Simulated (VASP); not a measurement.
Here is the system:

```
PtSe2
1.0
    1.90230    -3.29488     0.00000
    1.90230     3.29488     0.00000
    0.00000     0.00000     5.18160
Pt Se
1 2
Cartesian
  0.00000   0.00000   0.00000
  1.90230   1.09830   1.32131
  1.90230  -1.09830   3.86029
```

Level of theory: PBE GGA, VASP's PBE PAW potentials (set 64) (plane waves; VASP 6.6.1). Run with 400 eV cut-off, 6×6×4 Γ-centred mesh, Gaussian smearing of 0.050 eV, potentials Pt Se.

Unless said otherwise, spin-orbit coupling is left out, though it shifts the bands of the heavy elements here.

### Question
Estimate the energy per atom (σ→0), pressure, largest force, band gap (on the k-mesh) with the smallest direct gap where there is one.

### Answer

```json
{
 "band gap (on the k-mesh)": "none (metal, semimetal or under 0.01 eV)",
 "energy per atom (σ→0)": "-4.748 eV/atom",
 "pressure": "-2.26 GPa",
 "largest_force": "0.441 eV/Å"
}
```

The absolute energy has meaning only against runs of the same code, potentials and settings.

The compound is PtSe2 in the 1T layered structure. The cell was not relaxed at this level. The k-mesh is coarse (spacing up to 0.32 per Å, 2π included), so the numbers may not be converged in it.
